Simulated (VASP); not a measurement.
The input files of a VASP run:

### KPOINTS
```
Automatic mesh
0
Gamma
13 13 10
0 0 0
```

**INCAR**
```
SYSTEM = FePt
PREC = Accurate
ENCUT = 520
EDIFF = 1E-7
NELM = 100
ALGO = Normal
LREAL = .FALSE.
LASPH = .TRUE.
ISMEAR = 1
SIGMA = 0.1
GGA = PS
LMAXMIX = 6
ISPIN = 2
MAGMOM = 2.9 0.3
LORBIT = 10
LWAVE = .FALSE.
LCHARG = .FALSE.
ISIF = 4
IBRION = 2
NSW = 30
EDIFFG = -0.01
```

**POSCAR**
```
FePt
1
    2.7390301852     0.0000000000     0.0000000000
    0.0000000000     2.7390301852     0.0000000000
    0.0000000000     0.0000000000     3.7871284556
Fe Pt
1 1
Direct
  0.0000000000   0.0000000000   0.0000000000
  0.5000000000   0.5000000000   0.5000000000
```

POTCAR, in this order: Fe Pt (PBE.64 set). Program: vasp_std.

**Question.** Translate this PBEsol calculation to Quantum ESPRESSO's pw.x.

**Answer.** One equivalent input (not run):
```
&CONTROL
  calculation = 'vc-relax'
  pseudo_dir = './pseudo'
  outdir = './out'
  tprnfor = .true.
  tstress = .true.
  nstep = 30
  forc_conv_thr = 0.00039
/
&SYSTEM
  ibrav = 0
  nat = 2
  ntyp = 2
  ecutwfc = 90
  occupations = 'smearing'
  smearing = 'methfessel-paxton'
  degauss = 0.00735
  input_dft = 'pbesol'
  nspin = 2
  starting_magnetization(1) = 0.29
  starting_magnetization(2) = 0.03
/
&ELECTRONS
  conv_thr = 7.3e-09
  electron_maxstep = 100
/
&IONS
/
&CELL
  cell_dofree = 'shape'
/
ATOMIC_SPECIES
  Fe 55.845 Fe.upf
  Pt 195.084 Pt.upf
CELL_PARAMETERS angstrom
     2.7390302    0.0000000    0.0000000
     0.0000000    2.7390302    0.0000000
     0.0000000    0.0000000    3.7871285
ATOMIC_POSITIONS crystal
  Fe   0.0000000  0.0000000  0.0000000
  Pt   0.5000000  0.5000000  0.5000000
K_POINTS automatic
  13 13 10 0 0 0
```
The two are equivalent in intent, not identical: the potentials are each code's own (VASP's PAW set, PseudoDojo norm-conserving files in pw.x), so ENCUT and ecutwfc are chosen apart and not converted; conv_thr bounds pw.x's estimated SCF error, while EDIFF bounds the energy change between steps; starting_magnetization is a fraction of the valence charge and MAGMOM a moment in μB, so they match only roughly; forc_conv_thr acts on force components and is met together with etot_conv_thr.

The compound is FePt in the L1_0 structure. This cell is one point of a volume scan, at 1.06 of the reference volume. Symmetry was kept, so distortions that lower it aren't found.
